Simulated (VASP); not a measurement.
Given:

```
CELL_PARAMETERS angstrom
      0.00000     2.95956     2.95956
      2.95956     0.00000     2.95956
      2.95956     2.95956     0.00000
ATOMIC_POSITIONS crystal
  Pb 0.00000 0.00000 0.00000
  S  0.50000 0.50000 0.50000
```

Method: AM05 GGA, VASP's PBE PAW potentials (set 64) (plane waves; VASP). Run with 520 eV cut-off, 8×8×8 Γ-centred mesh, Gaussian smearing of 0.050 eV, potentials Pb_d S.

Unless said otherwise, spin-orbit coupling is left out, though it shifts the bands of the heavy elements here.

**Question.** What does the run give for the energy per atom (σ→0), band gap (on the k-mesh) with the smallest direct gap where there is one?

**Answer.** 
The band gap (on the k-mesh) comes out as 0.31 eV and the smallest direct gap (on the k-mesh) comes out as 0.31 eV. The energy per atom (σ→0) is -429.7 kJ/mol of atoms.

The absolute energy has meaning only against runs of the same code, potentials and settings.

The compound is PbS in the rock salt structure. It was relaxed first.
